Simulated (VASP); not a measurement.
Computed with PBE GGA, VASP's PBE PAW potentials (set 64) (plane waves; VASP 6.6.1).

VASP ran on this input.

**KPOINTS**
```
Automatic mesh
0
Gamma
5 5 3
0 0 0
```

**INCAR**
```
NELM  =  100
ALGO  =  Normal   # blocked Davidson
ENCUT  =  400   # plane-wave cut-off (eV)
SIGMA  =  0.05   # width (eV)
LCHARG  =  .FALSE.
LMAXMIX  =  4   # l cut-off of mixed one-centre charges
LASPH  =  .TRUE.   # aspherical one-centre terms
LREAL  =  .FALSE.   # projection in real space or not
ISMEAR  =  0
EDIFF  =  1E-6
SYSTEM  =  SnSe2
ISIF  =  2
PREC  =  Accurate
GGA  =  PE   # PBE
LWAVE  =  .FALSE.
```

File POSCAR:
```
SnSe2
1
    1.9050000000    -3.2995570000     0.0000000000
    1.9050000000     3.2995570000     0.0000000000
    0.0000000000     0.0000000000     6.1400000000
Sn Se
1 2
Direct
  0.0000000000   0.0000000000   0.0000000000
  0.3333330000   0.6666670000   0.2500000000
  0.6666670000   0.3333330000   0.7500000000
```

POTCAR, in this order: Sn_d Se (PBE.64 set). Program: vasp_std.

What does the run give for the energy per atom (σ→0), pressure, largest force?

```json
{
 "energy per atom (σ→0)": "-3.907 eV/atom",
 "pressure": "5.46 GPa",
 "largest_force": "0.687 eV/Å"
}
```

File OSZICAR:
```
...
DAV:   6    -0.117414784434E+02    0.25886E+00   -0.60065E-01   607   0.880E+00    0.338E+00
DAV:   7    -0.117205802724E+02    0.20898E-01   -0.17493E-01   561   0.305E+00    0.102E+00
DAV:   8    -0.117204951092E+02    0.85163E-04   -0.13727E-02   490   0.128E+00    0.283E-01
DAV:   9    -0.117210246154E+02   -0.52951E-03   -0.15311E-03   472   0.312E-01    0.827E-02
DAV:  10    -0.117210333850E+02   -0.87696E-05   -0.12389E-04   604   0.919E-02    0.320E-02
DAV:  11    -0.117210681504E+02   -0.34765E-04   -0.51099E-05   438   0.436E-02    0.774E-03
DAV:  12    -0.117210689089E+02   -0.75846E-06   -0.19414E-06   463   0.128E-02
   1 F= -.11721069E+02 E0= -.11721069E+02  d E =-.704698E-14
```

The compound is SnSe2 in the 1T layered structure. The cell was not relaxed at this level.
